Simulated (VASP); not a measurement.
**TbN (space group Fm-3m): computed properties**

The numbers are results of PBEsol GGA, VASP's PBE PAW potentials (set 64) (plane waves; VASP), not measurements.

```json
{
  "space_group": "Fm-3m (225)",
  "cell": "a = b = c = 4.888 Å, α = β = γ = 90.00°",
  "volume_per_atom": "14.60 Å³/atom",
  "band gap (over mesh and band path)": "none (metal, semimetal or under 0.01 eV)",
  "density": "9.83 g/cm³"
}
```

```
CELL_PARAMETERS angstrom
      0.00000     2.44416     2.44416
      2.44416     0.00000     2.44416
      2.44416     2.44416     0.00000
ATOMIC_POSITIONS crystal
  Tb 0.00000 0.00000 0.00000
  N  0.50000 0.50000 0.50000
```

The 4f electrons are frozen in the core of the lanthanide potential, so 4f levels, which can set the real gap, and their magnetism are missing.

The structure comes from a measured TbN entry (Fm-3m) of the Crystallography Open Database, whose conditions weren't checked. It was relaxed first. Symmetry was kept, so distortions that lower it aren't found.
